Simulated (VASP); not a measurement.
```
Mo
1.0
   -1.56797     1.56797     1.56797
    1.56797    -1.56797     1.56797
    1.56797     1.56797    -1.56797
Mo
1
Cartesian
  0.00000   0.00000   0.00000
```

Method: PBE GGA, VASP's PBE PAW potentials (set 64) (plane waves; VASP). Numerical set-up: 300 eV cut-off, 15×15×15 Γ-centred mesh, Gaussian smearing of 0.050 eV, potentials Mo_sv.

Question: Give the energies of bands 5 to 10 at the high-symmetry points, in eV from the Fermi level.

Answer: 
```csv
band,Γ,H,N,P
5,-7.22,-5.48,-5.34,-2.59
6,-1.33,-5.48,-3.40,-2.59
7,-1.33,4.12,1.75,-2.59
8,-1.33,4.12,1.79,2.56
9,1.75,4.12,2.43,2.56
10,1.75,9.24,4.91,9.80
```

It has no gap at this level: it comes out as a metal or semimetal.

The structure comes from a computed database's Mo entry; how it stands against other phases isn't given here. The cell was not relaxed at this level.
